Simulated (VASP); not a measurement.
Level of theory: PBEsol GGA, VASP's PBE PAW potentials (set 64) (plane waves; VASP).

VASP input:

### KPOINTS
```
Automatic mesh
0
Gamma
2 2 2
0 0 0
```

### POSCAR
```
Lu2AlCo3
1.0
  2.5955110000   1.4985200000   3.7945300000
 -2.5955110000   1.4985200000   3.7945300000
  0.0000000000  -2.9970380000   3.7945300000
Lu Al Co
2 1 3
direct
  0.3711530000   0.3711530000   0.3711530000
  0.6288470000   0.6288470000   0.6288470000
  0.0000000000   0.0000000000   0.0000000000
  0.5000000000   0.0000000000   0.0000000000
  0.0000000000   0.5000000000   0.0000000000
  0.0000000000   0.0000000000   0.5000000000
```

INCAR:
```
! general
SYSTEM =Lu2AlCo3
PREC   =Accurate
ENCUT  =300
LREAL  =.FALSE.
LASPH  =.TRUE.

! electronic loop
EDIFF  =1E-6
NELM   =100
ALGO   =Normal
LMAXMIX=6

! smearing
ISMEAR =-1
SIGMA  =0.1

! functional
GGA    =PS

! ions
ISIF   =2

! output
LWAVE  =.FALSE.
LCHARG =.FALSE.
```

POTCAR, in this order: Lu_3 Al Co (PBE.64 set). Program: vasp_std.

Output of the run:

OUTCAR:
```
 ion  position               nearest neighbor table
   1  0.371  0.371  0.371-   4 2.77   5 2.77   6 2.77   2 2.93   6 2.98   6 2.98   4 2.98   5 2.98
                             4 2.98   5 2.98   3 3.03   3 3.03   3 3.03   2 3.12   2 3.12   2 3.12
   2  0.629  0.629  0.629-   4 2.77   5 2.77   6 2.77   1 2.93   6 2.98   6 2.98   4 2.98   5 2.98
                             5 2.98   4 2.98   3 3.03   3 3.03   3 3.03   1 3.12   1 3.12   1 3.12
   3  0.000  0.000  0.000-   6 2.42   6 2.42   4 2.42   5 2.42   5 2.42   4 2.42   1 3.03   2 3.03
                             1 3.03   2 3.03   1 3.03   2 3.03
   4  0.500  0.000  0.000-   3 2.42   3 2.42   5 2.60   5 2.60   6 2.60   6 2.60   1 2.77   2 2.77
                             1 2.98   2 2.98   2 2.98   1 2.98
   5  0.000  0.500  0.000-   3 2.42   3 2.42   4 2.60   4 2.60   6 2.60   6 2.60   1 2.77   2 2.77
                             1 2.98   2 2.98   1 2.98   2 2.98
   6  0.000  0.000  0.500-   3 2.42   3 2.42   4 2.60   5 2.60   5 2.60   4 2.60   1 2.77   2 2.77
                             1 2.98   2 2.98   1 2.98   2 2.98
  LATTYP: Found a trigonal (rhomboedric) cell.
 ALAT       =     4.8353587969
 COS(alpha) =     0.4237400163
 Subroutine PRICEL returns:
 Original cell was already a primitive cell.
 Subroutine GETGRP returns: Found 12 space group operations
The static configuration has the point symmetry D_3d.
The dynamic configuration has the point symmetry D_3d.
 Subroutine INISYM returns: Found 12 space group operations
 Subroutine IBZKPT returns following result:
 Found      4 irreducible k-points:

...
```

OSZICAR:
```
       N       E                     dE             d eps       ncg     rms          rms(c)
DAV:   1     0.221977742516E+03    0.22198E+03   -0.15365E+04   408   0.153E+03
DAV:   2    -0.213461374669E+02   -0.24332E+03   -0.23861E+03   376   0.718E+02
DAV:   3    -0.443087024968E+02   -0.22963E+02   -0.20483E+02   444   0.167E+02
DAV:   4    -0.461941461343E+02   -0.18854E+01   -0.16837E+01   448   0.287E+01
DAV:   5    -0.464461507469E+02   -0.25200E+00   -0.20545E+00   448   0.677E+00    0.669E+01
DAV:   6    -0.917798155788E+02   -0.45334E+02   -0.58290E+02   396   0.231E+02    0.638E+01
DAV:   7    -0.387356779593E+02    0.53044E+02   -0.17804E+02   376   0.123E+02    0.111E+01
DAV:   8    -0.394522232618E+02   -0.71655E+00   -0.29864E+01   440   0.383E+01    0.222E+01
DAV:   9    -0.386510496521E+02    0.80117E+00   -0.81004E+00   376   0.254E+01    0.530E+00
DAV:  10    -0.387997575700E+02   -0.14871E+00   -0.14835E+00   432   0.647E+00    0.356E+00
DAV:  11    -0.391698782064E+02   -0.37012E+00   -0.15339E+00   392   0.167E+00    0.270E+00
DAV:  12    -0.391821581405E+02   -0.12280E-01   -0.20305E-01   416   0.962E-01    0.247E+00
DAV:  13    -0.391586347474E+02    0.23523E-01   -0.39514E-02   408   0.187E+00    0.132E+00
DAV:  14    -0.391524360089E+02    0.61987E-02   -0.24373E-02   424   0.134E+00    0.258E-01
DAV:  15    -0.391522744461E+02    0.16156E-03   -0.19251E-03   392   0.432E-01    0.688E-02
DAV:  16    -0.391522644902E+02    0.99559E-05   -0.29934E-04   432   0.152E-01    0.339E-02
DAV:  17    -0.391522684745E+02   -0.39843E-05   -0.10418E-04   416   0.919E-02    0.375E-02
DAV:  18    -0.391522602232E+02    0.82514E-05   -0.31463E-05   416   0.539E-02    0.521E-03
DAV:  19    -0.391522608279E+02   -0.60470E-06   -0.26266E-06   208   0.239E-02
   1 F= -.39152261E+02 E0= -.39056798E+02  d E =-.190925E+00
```

OUTCAR:
```
------------------------ aborting loop because EDIFF is reached ----------------------------------------
  FORCE on cell =-STRESS in cart. coord.  units (eV):
  Direction    XX          YY          ZZ          XY          YZ          ZX
  --------------------------------------------------------------------------------------
  Total       -0.0491275     -0.0491276     -0.9545422      0.0000000     -0.0000002      0.0000000
  in kB       -0.8888757     -0.8888761    -17.2707520      0.0000000     -0.0000030      0.0000000
  external PRESSURE =      -6.3495013 kB  Pullay stress =       0.0000000 kB
  volume of cell :       88.55
      direct lattice vectors                 reciprocal lattice vectors
     2.595511000  1.498520000  3.794530000     0.192640293  0.111220898  0.087845730
    -2.595511000  1.498520000  3.794530000    -0.192640293  0.111220898  0.087845730
     0.000000000 -2.997038000  3.794530000     0.000000000 -0.222441797  0.087845789
 POSITION                                       TOTAL-FORCE (eV/Angst)
 -----------------------------------------------------------------------------------
      0.00000      0.00000      4.22505         0.000000      0.000000      0.100232
      0.00000      0.00000      7.15854         0.000000     -0.000000     -0.100232
      0.00000      0.00000      0.00000         0.000000      0.000000     -0.000000
      1.29776      0.74926      1.89726         0.000000     -0.000000      0.000000
     -1.29776      0.74926      1.89726        -0.000000      0.000000     -0.000000
      0.00000     -1.49852      1.89726        -0.000000     -0.000000      0.000000
 -----------------------------------------------------------------------------------
    total drift:                               -0.000000      0.000000     -0.000000
  FREE ENERGIE OF THE ION-ELECTRON SYSTEM (eV)
  ---------------------------------------------------
  free  energy   TOTEN  =       -39.1522608279 eV

  energy  without entropy=      -38.9613356017  energy(sigma->0) =      -39.05679821
```
(Selected blocks of OUTCAR.)

At this cut-off the stress carries a Pulay error, which pulls relaxed volumes low.

The structure comes from a computed database's Lu2AlCo3 entry (R-3m); how it stands against other phases isn't given here. The cell was not relaxed at this level. The k-mesh is coarse (spacing up to 0.75 per Å, 2π included), so the numbers may not be converged in it. The run is one of a series of settings (KPOINTS 2×2×2 Γ-centred mesh against the base run), some of them coarse on purpose. The run is not spin-polarised, so no magnetic state was tried.
